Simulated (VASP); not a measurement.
# A VASP study of TaSb2 (PBEsol): structure first, properties next, part 3 of 6

What structure and properties does PBEsol give TaSb2, and how near are they to the measured ones? The start is a computed cell from the Materials Project.

VASP 6.6.1, plane waves and PAW; the level of theory is named at each step.

So far. Step 3 (Second relaxation): It ends with a largest force of 0.009 eV/Å and a pressure of 0.03 GPa. The volume moved by under 0.01 %: the run met its threshold at the first step. Step 4 (Density, ELF and potential (PBEsol)): In this run the pressure is 0.03 GPa, small enough to go on.

## (5) Band structure (PBEsol)

Level of this step: PBEsol; plane waves and PAW (Ta_pv, Sb) (VASP).

Levels along the symmetry lines show where the bands peak and cross; KPOINTS_OPT computes them in the converged potential.

Contents of INCAR:

```
SYSTEM = TaSb2
PREC = Accurate
ENCUT = 400
EDIFF = 1E-06
NELM = 100
ISMEAR = 0
SIGMA = 0.05
LREAL = .FALSE.
ALGO = Normal
GGA = PS
NBANDS = 37
LASPH = .TRUE.
LORBIT = 11
LWAVE = .FALSE.
LCHARG = .FALSE.
KPAR = 4
```

Contents of POSCAR:

```
TaSb2
1.0
    5.1171574945     -1.8183642879      0.0095185283
    5.1171574945      1.8183642879      0.0095185283
   -4.2154227015      0.0000000000      7.1302925838
Ta Sb
2 4
Direct
    0.8497042829      0.8497042829      0.8118814231
    0.1502957171      0.1502957171      0.1881185769
    0.1480743744      0.1480743744      0.5345757291
    0.8519256356      0.8519256356      0.4654242709
    0.4049162393      0.4049162393      0.1137224561
    0.5950837607      0.5950837607      0.8862775439
```

Contents of KPOINTS:

```
Automatic mesh
0
Gamma
8 8 4
0 0 0
```

Contents of KPOINTS_OPT:

```
Line mode
16
Line-mode
Reciprocal
  0.50000000   0.50000000  -0.50000000 X
  0.00000000   0.00000000   0.00000000 GAMMA

  0.00000000   0.00000000   0.00000000 GAMMA
  0.00000000   0.00000000   0.50000000 Y

  0.50000000   0.50000000   0.00000000 L
  0.00000000   0.00000000   0.00000000 GAMMA

  0.00000000   0.00000000   0.00000000 GAMMA
  0.00000000  -0.50000000   0.00000000 Z

  0.50000000   0.00000000  -0.50000000 N
  0.00000000   0.00000000   0.00000000 GAMMA

  0.00000000   0.00000000   0.00000000 GAMMA
  0.00000000  -0.50000000   0.50000000 M

  0.50000000   0.00000000   0.00000000 R
  0.00000000   0.00000000   0.00000000 GAMMA
```

Potentials, in the order of the species: Ta_pv and Sb (PBE family, release 64).

Run with:

```sh
$ mpirun -np 4 vasp_std
```

The program printed:

```text
[... set-up lines as in an earlier step ...]
 entering main loop
       N       E                     dE             d eps       ncg     rms          rms(c)
DAV:   1     0.254622069853E+03    0.25462E+03   -0.15973E+04  6148   0.819E+02
DAV:   2    -0.320234143712E+02   -0.28665E+03   -0.27503E+03  6851   0.234E+02
DAV:   3    -0.456219900419E+02   -0.13599E+02   -0.13317E+02  7155   0.500E+01
DAV:   4    -0.458209655656E+02   -0.19898E+00   -0.19839E+00  6788   0.652E+00
DAV:   5    -0.458238724818E+02   -0.29069E-02   -0.29068E-02  6720   0.898E-01    0.185E+01
DAV:   6    -0.447838910553E+02    0.10400E+01   -0.20622E+00  6584   0.738E+00    0.819E+00
DAV:   7    -0.445786712290E+02    0.20522E+00   -0.51547E-01  6613   0.307E+00    0.346E+00
DAV:   8    -0.445420543256E+02    0.36617E-01   -0.12016E-01  6869   0.166E+00    0.576E-01
DAV:   9    -0.445408662873E+02    0.11880E-02   -0.84734E-03  6650   0.396E-01    0.269E-01
DAV:  10    -0.445405959787E+02    0.27031E-03   -0.14215E-03  6890   0.180E-01    0.679E-02
DAV:  11    -0.445405985057E+02   -0.25269E-05   -0.21497E-04  6523   0.574E-02    0.325E-02
DAV:  12    -0.445406004515E+02   -0.19459E-05   -0.15383E-05  6663   0.210E-02    0.661E-03
DAV:  13    -0.445406001380E+02    0.31356E-06   -0.11489E-06  4359   0.504E-03
   1 F= -.44540600E+02 E0= -.44540186E+02  d E =-.829009E-03
 Start KPOINTS_OPT (optional k-point list driver)
k-point batch [1-78\112]
       N       E                     dE             ncg
DAV:   1     0.860018563939E+04   -0.24311E+05     6148
DAV:   2    -0.140170204222E+05   -0.22617E+05     6934
DAV:   3    -0.151035505639E+05   -0.10865E+04     7052
DAV:   4    -0.151205633898E+05   -0.17013E+02     6561
DAV:   5    -0.151208380265E+05   -0.27464E+00     6805
DAV:   6    -0.151208478788E+05   -0.98523E-02     6693
DAV:   7    -0.151208483783E+05   -0.49955E-03     7007
DAV:   8    -0.151208484063E+05   -0.27938E-04     5651
DAV:   9    -0.151208484079E+05   -0.15823E-05     3961
DAV:  10    -0.151208484082E+05   -0.36486E-06     3936
k-point batch [79-112\112]
       N       E                     dE             ncg
DAV:   1     0.280835164820E+05   -0.16446E+05     2716
DAV:   2     0.184681910787E+05   -0.96153E+04     3065
DAV:   3     0.180045845690E+05   -0.46361E+03     3072
DAV:   4     0.179977215849E+05   -0.68630E+01     2861
DAV:   5     0.179976103100E+05   -0.11127E+00     2934
DAV:   6     0.179976063557E+05   -0.39542E-02     2958
DAV:   7     0.179976061528E+05   -0.20292E-03     3010
DAV:   8     0.179976061410E+05   -0.11868E-04     2515
DAV:   9     0.179976061403E+05   -0.68156E-06     1727
```

Wall time 1.8 min (4 MPI ranks of AMD EPYC 9R45, shared host); peak memory 1.9 GiB.

OUTCAR, selected parts (step 5):

```text
   k-points           NKPTS =     78   k-points in BZ     NKDIM =     78   number of bands    NBANDS=     37

   NELECT =      42.0000    total number of electrons

 E-fermi :   8.5414

 k-point     1 :       0.0000    0.0000    0.0000
  band No.  band energies     occupation
    ...
     17       6.8357      2.00000
     18       6.9610      2.00000
     19       7.5666      2.00000
     20       7.6941      2.00000
     21       8.0342      2.00000
     22       9.2213      0.00000
     23      10.0210      0.00000
     24      10.8069      0.00000
     25      10.8661      0.00000
     26      11.3549      0.00000
    ...

  Total        0.0147843      0.0097269      0.0394300      0.0000000      0.0000000      0.0081922
  in kB        0.1783149      0.1173171      0.4755685      0.0000000      0.0000000      0.0988066
  external PRESSURE =       0.2570668 kB  Pullay stress =       0.0000000 kB

 POSITION                                       TOTAL-FORCE (eV/Angst)
 -----------------------------------------------------------------------------------
      5.27372      0.00000      5.80513        -0.006373      0.000000      0.007201
      0.74517      0.00000      1.34420         0.006373      0.000000     -0.007201
     -0.73802      0.00000      3.81450        -0.003897      0.000000      0.003157
      6.75692      0.00000      3.33483         0.003897      0.000000     -0.003157
      3.66465      0.00000      0.81858         0.005296      0.000000      0.002117
      2.35424      0.00000      6.33075        -0.005296      0.000000     -0.002117
 -----------------------------------------------------------------------------------
    total drift:                               -0.000014      0.000000      0.000000

  FREE ENERGIE OF THE ION-ELECTRON SYSTEM (eV)
  ---------------------------------------------------
  free  energy   TOTEN  =       -44.5406001380 eV

  energy  without entropy=      -44.5397711285  energy(sigma->0) =      -44.54018563

[... 10 parts as in an earlier step ...]

[... 6 further parts left out ...]
```

Spin-orbit coupling is off here; with elements this heavy it splits and shifts levels by tenths of an eV or more.

This step gave:

```
bands    : 37
pressure : 0.02571 GPa
```

Electronic bands along the path, in eV, zero at the Fermi level; # counts the bands kept, so #1 is VASP's band 9:

| point | #10 | #11 | #12 | #13 | #14 | #15 | #16 | #17 |
| --- | --- | --- | --- | --- | --- | --- | --- | --- |
| X | -1.08 | -0.53 | -0.51 | 0.09 | 0.41 | 1.01 | 1.62 | 1.70 |
| 0.47 of the way | -1.42 | -0.91 | -0.60 | -0.56 | 0.70 | 1.37 | 1.84 | 2.19 |
| Γ | -1.58 | -0.97 | -0.85 | -0.51 | 0.68 | 1.48 | 2.27 | 2.32 |
| 0.53 of the way | -1.52 | -1.11 | -0.76 | -0.72 | 0.80 | 1.64 | 1.73 | 2.22 |
| Y | -1.68 | -1.24 | -1.01 | -0.21 | 0.25 | 1.78 | 1.91 | 1.99 |
| jump to L | -0.90 | -0.77 | -0.30 | 0.15 | 0.54 | 0.64 | 1.58 | 2.18 |
| 0.47 of the way | -1.35 | -1.24 | -0.87 | -0.64 | 0.83 | 1.20 | 1.46 | 1.87 |
| Γ | -1.58 | -0.97 | -0.85 | -0.51 | 0.68 | 1.48 | 2.27 | 2.32 |
| 0.53 of the way | -2.10 | -1.60 | -1.31 | -0.90 | 0.88 | 1.28 | 1.70 | 2.28 |
| Z | -1.85 | -1.67 | -1.47 | -1.02 | 1.32 | 1.67 | 2.16 | 2.36 |
| jump to N | -2.24 | -1.73 | -1.34 | -0.63 | 0.40 | 1.23 | 1.44 | 2.27 |
| 0.47 of the way | -2.26 | -1.88 | -1.09 | -1.00 | 0.86 | 1.13 | 1.88 | 2.06 |
| Γ | -1.58 | -0.97 | -0.85 | -0.51 | 0.68 | 1.48 | 2.27 | 2.32 |
| 0.47 of the way | -2.16 | -1.85 | -1.07 | -0.90 | 0.89 | 1.16 | 1.88 | 2.10 |
| M | -2.24 | -1.73 | -1.34 | -0.63 | 0.40 | 1.23 | 1.44 | 2.27 |
| jump to R | -1.85 | -1.67 | -1.47 | -1.02 | 1.32 | 1.67 | 2.16 | 2.36 |
| 0.47 of the way | -2.10 | -1.60 | -1.31 | -0.90 | 0.88 | 1.28 | 1.70 | 2.28 |
| Γ | -1.58 | -0.97 | -0.85 | -0.51 | 0.68 | 1.48 | 2.27 | 2.32 |

Of the projections kept (Ta, Sb), the largest for each band there; the rest of the weight can lie on other orbitals:

| point | #10 | #11 | #12 | #13 | #14 | #15 | #16 | #17 |
| --- | --- | --- | --- | --- | --- | --- | --- | --- |
| X | Ta 0.62 | Ta 0.50 | Sb 0.52 | Ta 0.76 | Ta 0.84 | Sb 0.57 | Sb 0.66 | Ta 0.61 |
| Γ | Ta 0.87 | Ta 0.50 | Ta 0.52 | Ta 0.51 | Ta 0.94 | Ta 0.64 | Sb 0.85 | Ta 0.76 |
| Y | Ta 0.57 | Ta 0.63 | Sb 0.54 | Ta 0.56 | Ta 0.69 | Ta 0.68 | Ta 0.68 | Ta 0.79 |
| L | Sb 0.86 | Ta 0.77 | Ta 0.75 | Ta 0.71 | Ta 0.80 | Ta 0.94 | Sb 0.95 | Sb 0.67 |
| Γ | Ta 0.87 | Ta 0.50 | Ta 0.52 | Ta 0.51 | Ta 0.94 | Ta 0.64 | Sb 0.85 | Ta 0.76 |
| Z | Ta 0.66 | Ta 0.61 | Ta 0.60 | Ta 0.50 | Ta 0.71 | Sb 0.72 | Ta 0.83 | Ta 0.89 |

There is no gap at this level.

## (6) Density of states (PBEsol)

A density of states needs more k-points than a total energy; ISMEAR = -5 takes tetrahedra, and LORBIT projects the states on the PAW spheres. The mesh is finer than in the run before.

Changes to INCAR since step 5:

```diff
@@ -5,3 +5,3 @@
 NELM = 100
-ISMEAR = 0
+ISMEAR = -5
 SIGMA = 0.05
@@ -16 +16,2 @@
 KPAR = 4
+NEDOS = 2001
```

POSCAR is that of step 5.

Contents of KPOINTS:

```
Automatic mesh
0
Gamma
12 12 6
0 0 0
```

Run with:

```sh
$ mpirun -np 4 vasp_std
```

The program printed:

```text
[... set-up lines as in an earlier step ...]
 entering main loop
       N       E                     dE             d eps       ncg     rms          rms(c)
DAV:   1     0.253454452829E+03    0.25345E+03   -0.15938E+04 18924   0.819E+02
DAV:   2    -0.321701317362E+02   -0.28562E+03   -0.27465E+03 21490   0.234E+02
DAV:   3    -0.456259097216E+02   -0.13456E+02   -0.13183E+02 22061   0.499E+01
DAV:   4    -0.458211618577E+02   -0.19525E+00   -0.19477E+00 20702   0.653E+00
DAV:   5    -0.458240384365E+02   -0.28766E-02   -0.28767E-02 21131   0.894E-01    0.185E+01
DAV:   6    -0.447820502025E+02    0.10420E+01   -0.20654E+00 20253   0.738E+00    0.820E+00
DAV:   7    -0.445773634429E+02    0.20469E+00   -0.51722E-01 20391   0.308E+00    0.347E+00
DAV:   8    -0.445405032191E+02    0.36860E-01   -0.12086E-01 21241   0.167E+00    0.582E-01
DAV:   9    -0.445393095876E+02    0.11936E-02   -0.87234E-03 20532   0.400E-01    0.271E-01
DAV:  10    -0.445389994373E+02    0.31015E-03   -0.14102E-03 21309   0.179E-01    0.700E-02
DAV:  11    -0.445390031711E+02   -0.37338E-05   -0.21156E-04 20359   0.570E-02    0.330E-02
DAV:  12    -0.445390069898E+02   -0.38187E-05   -0.16073E-05 20434   0.214E-02    0.641E-03
DAV:  13    -0.445390065962E+02    0.39354E-06   -0.11536E-06 13556   0.510E-03
   1 F= -.44539007E+02 E0= -.44539007E+02  d E =0.000000E+00
 -----------------------------------------------------------------------------
|                                                                             |
|           W    W    AA    RRRRR   N    N  II  N    N   GGGG   !!!           |
|           W    W   A  A   R    R  NN   N  II  NN   N  G    G  !!!           |
|           W    W  A    A  R    R  N N  N  II  N N  N  G       !!!           |
|           W WW W  AAAAAA  RRRRR   N  N N  II  N  N N  G  GGG   !            |
|           WW  WW  A    A  R   R   N   NN  II  N   NN  G    G                |
|           W    W  A    A  R    R  N    N  II  N    N   GGGG   !!!           |
|                                                                             |
|     Tetrahedron method does not include variations of the Fermi             |
|     occupations, so forces and stress will be inaccurate. We suggest        |
|     using a different smearing scheme ISMEAR = 1 or 2 for metals in         |
|     relaxations.                                                            |
|                                                                             |
 -----------------------------------------------------------------------------
```

The job ended after 2.6 min (4 MPI ranks; peak memory 2.8 GiB).

Parts of OUTCAR (step 6):

```text
   k-points           NKPTS =    242   k-points in BZ     NKDIM =    242   number of bands    NBANDS=     37

   NELECT =      42.0000    total number of electrons

 E-fermi :   8.5893

 k-point     1 :       0.0000    0.0000    0.0000
  band No.  band energies     occupation
    ...
     17       6.8352      2.00000
     18       6.9626      2.00000
     19       7.5671      2.00000
     20       7.6964      2.00000
     21       8.0352      2.00000
     22       9.2203      0.00000
     23      10.0218      0.00000
     24      10.8084      0.00000
     25      10.8654      0.00000
     26      11.3546      0.00000
    ...

  Total       -0.0702807      0.0106770      0.1361436      0.0000000      0.0000000      0.0569842
  in kB       -0.8476607      0.1287766      1.6420392      0.0000000      0.0000000      0.6872907
  external PRESSURE =       0.3077184 kB  Pullay stress =       0.0000000 kB

 POSITION                                       TOTAL-FORCE (eV/Angst)
 -----------------------------------------------------------------------------------
      5.27372      0.00000      5.80513        -0.027945      0.000000     -0.013561
      0.74517      0.00000      1.34420         0.027945      0.000000      0.013561
     -0.73802      0.00000      3.81450        -0.001494      0.000000      0.008842
      6.75692      0.00000      3.33483         0.001494      0.000000     -0.008842
      3.66465      0.00000      0.81858         0.022563      0.000000      0.006787
      2.35424      0.00000      6.33075        -0.022563      0.000000     -0.006787
 -----------------------------------------------------------------------------------
    total drift:                               -0.000014      0.000000      0.000000

  FREE ENERGIE OF THE ION-ELECTRON SYSTEM (eV)
  ---------------------------------------------------
  free  energy   TOTEN  =       -44.5390065962 eV

  energy  without entropy=      -44.5390065962  energy(sigma->0) =      -44.53900660

[... 6 parts as in an earlier step ...]

[... 10 further parts left out ...]
```

With tetrahedra the forces and stress of a metal are not exact derivatives of the energy.

Numbers from this step:

* irreducible k-points: 242
* Fermi energy: 8.589 eV
* pressure: 0.03077 GPa
* DOS at the Fermi level: 0.7384 states/eV/cell

The density of states has structure finer than the step of the table below, so its rows give means over 0.5 eV, whole bins alone (the curve runs from -12.0 to 2.97 eV). Peaks (eV: height): total -1.79: 7.33, 1.89: 6.10, 2.18: 5.47, 2.61: 7.02; Ta d 1.89: 2.81, 2.18: 2.64, 2.40: 2.42, 2.61: 3.58; Sb p -5.33: 1.04, -1.79: 1.44, 1.89: 0.592, 2.68: 0.689; Sb s -10.38: 1.32, -9.73: 1.56, -8.79: 1.61, 1.89: 0.401; Sb d 1.89: 0.162, 2.18: 0.138, 2.40: 0.140, 2.68: 0.188.

States under -12.0 eV and over 3.0 eV are left out. The density of states by energy, zero at the Fermi level; means over each step; values in states/eV/cell:

| energy (eV) | total | Ta d | Sb p | Sb s | Sb d | Ta p | Ta s |
| --- | --- | --- | --- | --- | --- | --- | --- |
| -11.5 | 1.15 | 0.00519 | 0.0259 | 0.525 | 6.6e-4 | 0.0116 | 0.0409 |
| -11.0 | 1.56 | 0.0117 | 0.0358 | 0.739 | 0.00134 | 0.0220 | 0.0387 |
| -10.5 | 2.25 | 0.0308 | 0.0519 | 1.12 | 0.00331 | 0.0335 | 0.0320 |
| -10.0 | 1.99 | 0.0490 | 0.0491 | 0.996 | 0.00272 | 0.0320 | 0.0242 |
| -9.5 | 1.86 | 0.0516 | 0.0565 | 0.934 | 0.00282 | 0.0282 | 0.0217 |
| -9.0 | 2.88 | 0.115 | 0.0796 | 1.50 | 0.00443 | 0.0281 | 0.0205 |
| -8.5 | 1.77 | 0.0772 | 0.0500 | 0.957 | 0.00344 | 0.0140 | 0.0109 |
| -8.0 | 0.735 | 0.0287 | 0.0250 | 0.398 | 0.00205 | 0.00760 | 0.00654 |
| -7.5 | 0.334 | 0.0139 | 0.00639 | 0.189 | 0.00121 | 0.00354 | 0.00288 |
| -7.0 | 0 | 0 | 0 | 0 | 0 | 0 | 0 |
| -6.5 | 0.114 | 0.00414 | 0.0256 | 0.00186 | 1.7e-4 | 6.4e-4 | 0.0127 |
| -6.0 | 1.14 | 0.0607 | 0.267 | 0.0317 | 0.00355 | 0.0101 | 0.104 |
| -5.5 | 3.09 | 0.210 | 0.785 | 0.0955 | 0.0110 | 0.0400 | 0.167 |
| -5.0 | 2.75 | 0.218 | 0.696 | 0.122 | 0.0122 | 0.0408 | 0.116 |
| -4.5 | 2.82 | 0.258 | 0.710 | 0.136 | 0.0148 | 0.0526 | 0.0836 |
| -4.0 | 2.79 | 0.300 | 0.704 | 0.117 | 0.0202 | 0.0525 | 0.0848 |
| -3.5 | 3.41 | 0.479 | 0.823 | 0.140 | 0.0300 | 0.0600 | 0.0941 |
| -3.0 | 3.80 | 0.660 | 0.920 | 0.114 | 0.0381 | 0.0811 | 0.0647 |
| -2.5 | 4.83 | 1.00 | 1.14 | 0.103 | 0.0533 | 0.121 | 0.0542 |
| -2.0 | 6.49 | 1.84 | 1.34 | 0.0802 | 0.0774 | 0.147 | 0.0362 |
| -1.5 | 5.71 | 1.74 | 1.17 | 0.0576 | 0.0777 | 0.116 | 0.0265 |
| -1.0 | 4.40 | 1.46 | 0.923 | 0.0388 | 0.0659 | 0.0684 | 0.0151 |
| -0.5 | 2.34 | 0.882 | 0.455 | 0.0235 | 0.0400 | 0.0287 | 0.00552 |
| 0.0 | 0.742 | 0.335 | 0.113 | 0.0148 | 0.0141 | 0.00356 | 0.00152 |
| 0.5 | 2.70 | 1.31 | 0.246 | 0.0881 | 0.0674 | 0.0174 | 0.0166 |
| 1.0 | 3.85 | 1.68 | 0.420 | 0.165 | 0.0989 | 0.0418 | 0.0386 |
| 1.5 | 4.08 | 1.69 | 0.466 | 0.252 | 0.113 | 0.0475 | 0.0658 |
| 2.0 | 5.15 | 2.40 | 0.500 | 0.340 | 0.133 | 0.0496 | 0.0751 |
| 2.5 | 4.89 | 2.32 | 0.436 | 0.234 | 0.137 | 0.0406 | 0.154 |

The finer mesh and the other smearing move the Fermi level by +0.05 eV from the 8×8×4 run, a small shift, which tests the Fermi level alone. Of the states within 0.3 eV of the Fermi level, the largest shares in the PAW spheres are Ta d 45 % and Sb p 16 %. The rest lies in smaller channels or between the spheres.

(Continued in part 4 of 6.)

[Lines on the potential files, build, host, timing and source positions are cut from VASP's logs without a mark.]

[Logs are printed without paths, hosts, clocks, repeated set-up lines and the standing remarks that a program may print on its own settings, such as how far it seeks lower states.]

[Hosts, paths, dates, database ids (printed as entryN), source tags and the programs' standing remarks are cut or masked in the printed files.]

[A measured line is paired with the nearest computed mode of its activity, which favours agreement.]
